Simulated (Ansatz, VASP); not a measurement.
# ScPd: VASP beside Ansatz

Wanted: the spread between two codes on one cell, functional and k mesh.

Calculated with Ansatz 0.2.0; plane waves, with VASP 6.6.1 beside it; single point at LDA.

### 1. Starting point

The structure is monoclinic, space group Cm (No. 8). The conventional cell has a = 4.643 Å, b = 4.643 Å, c = 3.283 Å, α = 90.00°, β = 90.00°, γ = 90.00°. Nearest to Sc lie 8 Pd at 2.78 to 2.91 Å. Nearest to Pd lie 8 Sc at 2.78 to 2.91 Å. Farther neighbours are not listed. That group holds within 0.01 Å; judged at 0.001 Å it is P1 (No. 1).

As a file:

```cif
data_structure
_symmetry_space_group_name_H-M 'P 1'
_symmetry_Int_Tables_number 1
_cell_length_a 3.2830
_cell_length_b 3.2830
_cell_length_c 3.2830
_cell_angle_alpha 90.000
_cell_angle_beta 90.000
_cell_angle_gamma 90.000
_cell_volume 35.38
loop_
_atom_site_label
_atom_site_type_symbol
_atom_site_fract_x
_atom_site_fract_y
_atom_site_fract_z
_atom_site_occupancy
Sc1 Sc 0.50425 0.49151 0.49355 1
Pd2 Pd 0.00647 0.00755 0.01085 1
```

### 2. VASP: single point, LDA

A single point gives forces, pressure and levels at one fixed geometry, so differences don't come from the geometry; what else differs is listed under the comparison.

Lines of VASP's logs that name or quote its potential files are left out, and so is its time.

Input file INCAR:

```
SYSTEM = ScPd
PREC = Accurate
ENCUT = 400
EDIFF = 1E-06
NELM = 100
ISMEAR = -5
SIGMA = 0.05
LREAL = .FALSE.
ALGO = Normal
GGA = CA
NBANDS = 16
LORBIT = 11
LWAVE = .FALSE.
LCHARG = .FALSE.
KPAR = 2
ISIF = 2
```

Input file POSCAR:

```
ScPd
1.0
    3.2830000000      0.0000000000      0.0000000000
    0.0000000000      3.2830000000      0.0000000000
    0.0000000000      0.0000000000      3.2830000000
Sc Pd
1 1
Direct
    0.5042460000      0.4915110000      0.4935460000
    0.0064660000      0.0075540000      0.0108530000
```

Input file KPOINTS:

```
Automatic mesh
0
Gamma
8 8 8
0 0 0
```

The projector-augmented-wave data sets are Sc_sv and Pd (PBE family, release 64).

Launch:

```sh
$ mpirun -np 2 vasp_std
```

Numbers of over 12 decimals in the logs are rounded to 6 here.

The program printed:

```text
[banner, memory and clock lines left out]
running    2 mpi-ranks, on    1 nodes
 distrk:  each k-point on    1 cores,    2 groups
 distr:  one band on    1 cores,    1 groups

 POSCAR found type information on POSCAR ScPd
 POSCAR found :  2 types and       2 ions
|                                                                             |
|               ----> ADVICE to this user running VASP <----                  |
|                                                                             |
|     You enforced a specific xc type in the INCAR file but a different       |
|     [... a line on the potential file left out ...]
|     I HOPE YOU KNOW WHAT YOU ARE DOING!                                     |
|                                                                             |

 LDA part: xc-table for (Slater(with rela. corr.)+CA(PZ))
 , standard interpolation
 POSCAR, INCAR and KPOINTS ok, starting setup
 FFT: planning ... GRIDC
 FFT: planning ... GRID_SOFT
 FFT: planning ... GRID
 WAVECAR not read
 entering main loop
       N       E                     dE             d eps       ncg     rms          rms(c)
DAV:   1     0.167293484727E+03    0.16729E+03   -0.90780E+03  8528   0.109E+03
DAV:   2    -0.944740876825E+01   -0.17674E+03   -0.17300E+03  8976   0.365E+02
DAV:   3    -0.165707710556E+02   -0.71234E+01   -0.69576E+01 11368   0.776E+01
DAV:   4    -0.166831495591E+02   -0.11238E+00   -0.11224E+00  9744   0.978E+00
DAV:   5    -0.166873531637E+02   -0.42036E-02   -0.42018E-02 12032   0.180E+00    0.908E+00
DAV:   6    -0.152916896251E+02    0.13957E+01   -0.27790E+00 12096   0.213E+01    0.316E+00
DAV:   7    -0.151000365809E+02    0.19165E+00   -0.81026E-01 12392   0.891E+00    0.786E-01
DAV:   8    -0.150892286963E+02    0.10808E-01   -0.40635E-02 12096   0.182E+00    0.524E-01
DAV:   9    -0.150837451829E+02    0.54835E-02   -0.21090E-02 10288   0.222E+00    0.225E-01
DAV:  10    -0.150831428889E+02    0.60229E-03   -0.51919E-03 11064   0.949E-01    0.461E-02
DAV:  11    -0.150830877750E+02    0.55114E-04   -0.14805E-04 11800   0.148E-01    0.981E-03
DAV:  12    -0.150830765570E+02    0.11218E-04   -0.13878E-05 12712   0.394E-02    0.300E-03
DAV:  13    -0.150830764907E+02    0.66327E-07   -0.25261E-07  4416   0.368E-03
   1 F= -.15083076E+02 E0= -.15083076E+02  d E =0.000000E+00
|                                                                             |
|           W    W    AA    RRRRR   N    N  II  N    N   GGGG   !!!           |
|           W    W   A  A   R    R  NN   N  II  NN   N  G    G  !!!           |
|           W    W  A    A  R    R  N N  N  II  N N  N  G       !!!           |
|           W WW W  AAAAAA  RRRRR   N  N N  II  N  N N  G  GGG   !            |
|           WW  WW  A    A  R   R   N   NN  II  N   NN  G    G                |
|           W    W  A    A  R    R  N    N  II  N    N   GGGG   !!!           |
|                                                                             |
|     Tetrahedron method does not include variations of the Fermi             |
|     occupations, so forces and stress will be inaccurate. We suggest        |
|     using a different smearing scheme ISMEAR = 1 or 2 for metals in         |
|     relaxations.                                                            |
|                                                                             |
```

OUTCAR, selected parts (step 2):

```text
ion  position               nearest neighbor table
   1  0.504  0.492  0.494-   2 2.78   2 2.78   2 2.84   2 2.84   2 2.85   2 2.85   2 2.90   2 2.91

  LATTYP: Found a simple cubic cell.
 ALAT       =     3.2830000000

 Subroutine GETGRP returns: Found  1 space group operations
 (whereof  1 operations were pure point group operations)

The static configuration has the point symmetry C_1 .

 Found    260 irreducible k-points:

   k-points           NKPTS =    260   k-points in BZ     NKDIM =    260   number of bands    NBANDS=     16

   dimension x,y,z NGX =    24 NGY =   24 NGZ =   24
   dimension x,y,z NGXF=    48 NGYF=   48 NGZF=   48

   ENCUT  =  400.0 eV  29.40 Ry    5.42 a.u.   5.35  5.35  5.35*2*pi/ulx,y,z

   NELECT =      21.0000    total number of electrons

 k-points in reciprocal lattice and weights: Automatic mesh
   0.00000000  0.00000000  0.00000000       0.002
   0.12500000  0.00000000  0.00000000       0.004
   0.00000000  0.12500000  0.00000000       0.004
   0.00000000  0.00000000  0.12500000       0.004
   0.25000000  0.00000000  0.00000000       0.004
   0.00000000  0.25000000  0.00000000       0.004
   0.00000000  0.00000000  0.25000000       0.004
   0.37500000  0.00000000  0.00000000       0.004
   0.00000000  0.37500000  0.00000000       0.004
[...]
0.50000000  0.37500000  0.50000000       0.004
   0.50000000  0.50000000  0.50000000       0.002

 average (electrostatic) potential at core
       1 -43.6783       2 -73.7031

 E-fermi :   7.1445

 k-point     1 :       0.0000    0.0000    0.0000
  band No.  band energies     occupation
    ...
      6       2.4073      2.00000
      7       2.4147      2.00000
      8       4.2387      2.00000
      9       4.2524      2.00000
     10       4.2533      2.00000
     11       8.2236      0.00000
     12       8.2421      0.00000
     13      10.3293      0.00000
     14      10.3307      0.00000
     15      10.3469      0.00000
    ...

 k-point     2 :       0.1250    0.0000    0.0000
  band No.  band energies     occupation
    ...
      6       2.5015      2.00000
      7       2.5554      2.00000
      8       4.1952      2.00000
      9       4.2080      2.00000
     10       4.2901      2.00000
     11       8.0731      0.00000
     12       8.2756      0.00000
     13       9.9246      0.00000
     14       9.9282      0.00000
     15      10.2622      0.00000
    ...

 k-point     3 :       0.0000    0.1250    0.0000
  band No.  band energies     occupation
    ...
      6       2.4969      2.00000
      7       2.5602      2.00000
      8       4.2006      2.00000
      9       4.2079      2.00000
     10       4.2853      2.00000
     11       8.0858      0.00000
     12       8.2634      0.00000
     13       9.9189      0.00000
     14       9.9210      0.00000
     15      10.2677      0.00000
    ...

  Total       -1.2059875     -1.2195608     -1.2223403      0.0100496     -0.0035159     -0.0121785
  in kB      -54.6060455    -55.2206321    -55.3464872      0.4550366     -0.1591948     -0.5514313
  external PRESSURE =     -55.0577216 kB  Pullay stress =       0.0000000 kB

  energy-cutoff  :      400.00
  volume of cell :       35.38
      direct lattice vectors                 reciprocal lattice vectors
     3.283000000  0.000000000  0.000000000     0.304599452  0.000000000  0.000000000
     0.000000000  3.283000000  0.000000000     0.000000000  0.304599452  0.000000000
     0.000000000  0.000000000  3.283000000     0.000000000  0.000000000  0.304599452

 POSITION                                       TOTAL-FORCE (eV/Angst)
 -----------------------------------------------------------------------------------
      1.65544      1.61363      1.62031         0.019161      0.137366      0.148131
      0.02123      0.02480      0.03563        -0.019161     -0.137366     -0.148131
 -----------------------------------------------------------------------------------
    total drift:                                0.000138     -0.000386     -0.000401

  FREE ENERGIE OF THE ION-ELECTRON SYSTEM (eV)
  ---------------------------------------------------
  free  energy   TOTEN  =       -15.0830764907 eV

  energy  without entropy=      -15.0830764907  energy(sigma->0) =      -15.08307649

 total charge
# of ion       s       p       d       tot
------------------------------------------
    1        2.263   6.171   1.009   9.442
    2        0.592   0.418   8.495   9.505
--------------------------------------------------
tot          2.855   6.589   9.503  18.947

[... 3 further parts left out ...]
```

This run has no spin polarisation. Its electron count is odd, so without a moment it is a metal by construction. The PAW data sets were made with PBE, though LDA sets exist; this is a small mismatch. With tetrahedra the forces and stress of a metal are not exact derivatives of the energy.

### 3. Ansatz: single point, LDA

Ansatz runs on its default PAW (the set named soft_2) files.

The same cell, functional (in two slightly different forms), mesh and smearing now go to Ansatz, which takes its cutoff from its data sets.

Input file input.yaml:

```yaml
crystal:
  lattice:
    - [3.283, 0.0, 0.0]
    - [0.0, 3.283, 0.0]
    - [0.0, 0.0, 3.283]
  atoms:
    - { symbol: Sc, position: [0.504246, 0.491511, 0.493546] }
    - { symbol: Pd, position: [0.006466, 0.007554, 0.010853] }
hamiltonian:
  xc: lda
  pseudopotentials: { kind: paw }
kpoints:
  mp_grid: { grid: [8, 8, 8] }
scf:
  occupations: { method: tetrahedron }
output:
  forces: true
  stress: true
```

Launch:

```sh
$ ansatz run input.yaml --threads 2 --pin off --max-ram 4608MiB --backend cpu --events-out ev --progress --plain --runs-dir out
```

The program printed:

```text
Warning: output.forces, output.stress, relax.cell or npt_langevin: where a Kohn–Sham band that disperses or a degenerate level is filled in part under the method tetrahedron, the forces or the stress that this run publishes need not agree with its energy (scf.occupations.method in the input reference, under Limitations); prefer a smearing scheme for the forces or the stress
Engine: ansatz 0.2.0, aarch64-unknown-linux-gnu
Pseudopotentials: kind: paw
Pseudopotential: Sc, paw, valence charge 11, recommended cutoff 420 eV (normal), Sc.paw.azcp
Pseudopotential: Pd, paw, valence charge 18, recommended cutoff 420 eV (normal), Pd.paw.azcp
Functional definition: SPW92
  exchange = slater_x
  correlation = pw_c
Crystal: 2 atoms, lattice volume = 35.384 Å³
Basis set: ecut = 420 eV, 739 PW (Γ)
Bands: 19, of which v1, the nominal top of the filled ones, is band 15 counted from 1 (14 counted from 0)
Symmetry: 1 space group operations
Space group: P1 (ITA 1), of the structure as read, at distance tolerance 3.3e-5 Å
k-points: 260 of 512 (time reversal used)
Non-local potential: Sc, projectors of the file, l = 0: 3, l = 1: 2, l = 2: 3, l = 3: 1
Non-local potential: Pd, projectors of the file, l = 0: 2, l = 1: 2, l = 2: 2, l = 3: 1
PAW form: soft (Blöchl's): semilocal exchange-correlation on the pseudo side does not see the compensation charge
PAW frozen core: Sc, regenerated for the run's functional, and the local potential with it (the file was generated under x = pbe(κ = 0.804, μ = 0.219515), c = pbe(β = 0.066725))
PAW frozen core: Pd, regenerated for the run's functional, and the local potential with it (the file was generated under x = pbe(κ = 0.804, μ = 0.219515), c = pbe(β = 0.066725))
PAW one-centre angular grid: Sc, 590 points (default); XC on 64 Gauss nodes
PAW one-centre angular grid: Pd, 590 points (default); XC on 64 Gauss nodes
Initial density: superposition of atomic densities (neutral atoms: chi_scale 0, normalization atom), corrected by the library's trained network
Initial wavefunctions: pseudopotential atomic-orbital guess
Functional: x = slater, c = lda
SCF iter   1: F=—  HF=-8935.417431 eV  |F-HF|=—  |Δ(HF+E_count)|=         —  Δρ=1.14e-2  dr2=4.69e-2  ethr=1.77e-3  ⟨swp⟩=5.7  Hψ=20891  notcnv=0
preconditioner: auto → none  [metal: no gap  n_scr=6 (ndim 8)  ℏωp=22.5 eV  f_vac=0.000  sad-step TF]
SCF iter   2: F=—  HF=-8935.410493 eV  |F-HF|=—  |Δ(HF+E_count)|=   6.94e-3  Δρ=4.60e-3  dr2=5.96e-3  ethr=1.62e-4  ⟨swp⟩=2.1  Hψ=9243  notcnv=0  defer=59
SCF iter   3: F=—  HF=-8935.409975 eV  |F-HF|=—  |Δ(HF+E_count)|=   5.19e-4  Δρ=2.59e-3  dr2=2.61e-3  ethr=2.05e-5  ⟨swp⟩=2.1  Hψ=7969  notcnv=0  defer=59
SCF iter   4: F=—  HF=-8935.409601 eV  |F-HF|=—  |Δ(HF+E_count)|=   3.74e-4  Δρ=1.07e-3  dr2=2.20e-4  ethr=9.00e-6  ⟨swp⟩=2.0  Hψ=6185  notcnv=0  defer=59
SCF iter   5: F=—  HF=-8935.409602 eV  |F-HF|=—  |Δ(HF+E_count)|=   1.37e-6  Δρ=3.20e-4  dr2=1.72e-5  ethr=7.58e-7  ⟨swp⟩=2.0  Hψ=6133  notcnv=0  defer=59
SCF iter   6: F=—  HF=-8935.409606 eV  |F-HF|=—  |Δ(HF+E_count)|=   4.14e-6  Δρ=5.24e-5  dr2=4.04e-7  ethr=5.93e-8  ⟨swp⟩=2.3  Hψ=7226  notcnv=0  defer=59
SCF iter   7: F=-8935.409607 eV  HF=-8935.409607 eV  |F-HF|=9.04e-10  |Δ(HF+E_count)|=   9.39e-7  Δρ=5.10e-6  dr2=3.66e-9  ethr=3.45e-10  ⟨swp⟩=4.2  Hψ=15942  notcnv=0
SCF 1 converged in 7 iterations: F = -8935.409607 eV  dr2 = 3.66e-9
  greatest PAW one-centre occupation: 0.998 electrons in one spin orbital (limit 2), on the Sc atom at site 0 (counted from 0), in its partial waves of l = 0
SCF converged after 7 iterations
Stability not checked: this state was not tested for a lower state beside it, because cold or Methfessel-Paxton smearing, or corrected tetrahedra, fill the levels in a way that the test cannot read (fill_not_monotonic; see scf.lower_state_search)
Free energy (F): -8935.409607 eV
Harris-Foulkes:  -8935.409607 eV  (|F-HF|=9.04e-10)
Internal energy: -8935.408279 eV  (E = F + TS)
E sigma→0 (E₀):  -8935.409607 eV
Entropy (-TS):   -0.001329 eV (-0.664 meV/atom)
Fermi energy:    15.187834 eV
--- Per-component energies (eV) ---
  E_band       = -343.303902
  E_kinetic    = 776.300102
  E_local      = -2864.868404  (includes V_loc(G=0)·N_el)
  E_nonlocal   = 306.247598
  E_hartree    = 1114.689061
  E_xc         = -272.364306
  E_vxc        = -341.905279  (∫ρ·V_xc dr)
  E_paw        = -4532.022811  (= ΣΔE_a)
  E_vpaw       = -448.456055  (= ΣTr[D̂ρ^β])
  E_aug_tail   = 0.000221  (compensation charges beyond the density's cutoff)
  E_ewald      = -3464.375396
  E_core_change = 0.985657  (= ΣΔE_core)
  E_smearing   = -0.001329  (= −TS)
  E_closure    = -0.000000  (closes the sum)
  Σ components = -8935.409607   (vs F -8935.409607, Δ=0.00e0)
--- Forces (eV/Å), atoms counted from 1 ---
  atom   1  Sc     0.01857055     0.13374043     0.14419627
  atom   2  Pd    -0.01857150    -0.13374560    -0.14420193
  max |Σ_I F_I| component: 5.67e-6 eV/Å
--- Stress (GPa, compression-positive) ---
       -5.772967       0.013420       0.014454
        0.013420      -5.793711       0.103441
        0.014454       0.103441      -5.797029
  P = ⅓ Tr σ = -5.7879 GPa (-57.879 kbar)
--- Band table (eV; the first three rows and the last of 260) ---
  k-point 0: bands = [... 11 lower, 12.2880, 12.3017, 12.3021, 16.2756, 16.2950, 18.3853, 18.3857, 18.4032]
  k-point 1: bands = [... 11 lower, 12.2505, 12.2574, 12.3329, 16.1409, 16.3128, 17.9719, 17.9730, 18.3248]
  k-point 2: bands = [... 11 lower, 12.1481, 12.1526, 12.4270, 15.7629, 16.1779, 17.2257, 17.2353, 18.1520]
  k-point 259: bands = [... 11 lower, 13.2172, 13.2189, 14.0160, 14.0195, 14.0208, 18.7673, 18.7680, 20.6484]
```

Run time: 5.7 s. Hardware: 2 threads of Arm Neoverse V2, shared host; peak memory 0.4 GiB; 11 s of CPU time.

The column dr2 measures how far the density is from self-consistency, as an energy; F and HF (Harris–Foulkes) agree once it is small.

The run ends at a pressure of -5.79 GPa, with forces up to 0.20 eV/Å.

### 4. Comparison

Known differences besides the potentials themselves: the two LDA forms differ slightly; the data sets hold 29 valence electrons in Ansatz (default PAW (the set named soft_2) files) and 21 in VASP; the cutoff is 420 eV in Ansatz and 400 eV in VASP; Ansatz makes its cores anew for this functional, VASP keeps those of its PBE data sets; VASP's log shows a relativistic correction to its local exchange, Ansatz's none. Total energies have different zeros and are not compared.

The two programs side by side:

```csv
quantity,Ansatz,VASP,difference
pressure (GPa),-5.79,-5.51,-0.28
```

Forces (eV/Å; atoms numbered as in POSCAR):

```
atom          Ansatz x, y, z            VASP x, y, z
 Sc1     0.019, 0.134, 0.144     0.019, 0.137, 0.148
 Pd2  -0.019, -0.134, -0.144  -0.019, -0.137, -0.148
```

The forces differ by 3.1 meV/Å r.m.s., which is 2.7 % of the r.m.s. force of 0.12 eV/Å (both taken over all components).

### 5. What came out

```json
{"r.m.s. force difference (single point, LDA)": "3.1 meV/Å"}
```

The r.m.s. force difference is 3.1 meV/Å (single point, LDA), within the 12 meV/Å picked in this series as the mark of a large difference. Such differences can come from data sets, numerical settings and the points named under the comparisons, not from the functional's error against experiment.

[Lines on the potential files, build, host, timing and source positions are cut from VASP's logs without a mark.]

[Logs are printed without paths, hosts, clocks, repeated set-up lines and the standing remarks that a program may print on its own settings, such as how far it seeks lower states.]

[Hosts, paths, dates, database ids (printed as entryN), source tags and the programs' standing remarks are cut or masked in the printed files.]

[VASP's PBE data sets in a run with another functional are called a small mismatch above; for pressures it isn't always small: they can move by 1 GPa and more.]
